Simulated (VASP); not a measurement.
Here is the system:

```
CELL_PARAMETERS angstrom
      2.99434     0.00000     0.00000
      0.00000     2.99434     0.00000
      0.00000     0.00000     2.99434
ATOMIC_POSITIONS crystal
  Ti 0.00000 0.00000 0.00000
  Co 0.50000 0.50000 0.50000
```

Method: RPBE GGA, VASP's PBE PAW potentials (set 64) (plane waves; VASP 6.6.1). Numerical set-up: 520 eV cut-off, 12×12×12 Γ-centred mesh, first-order Methfessel-Paxton smearing of 0.10 eV, potentials Ti_sv Co.

Question: Give the energy at these volumes per atom, relative to the lowest: 12.62, 13.03, 13.43, 13.83, 14.23 Å³.

Answer: 27.3, 6.4, 0.0, 6.1, 22.8 meV/atom. A third-order Birch-Murnaghan fit gives B0 = 165 GPa and B0′ = 4.2.

Measured: bulk modulus 154 GPa (computed value off by +7.0 %), a 2.995 Å (computed value off by -0.0 %), as given by Yamada et al., (2019), arXiv:1910.09660. The calculation is for a static lattice, while the measured bulk modulus, a hold thermal and zero-point effects, which are part of the difference.

The compound is TiCo in the CsCl type structure. It was relaxed first. The run is not spin-polarised, so no magnetic state was tried.
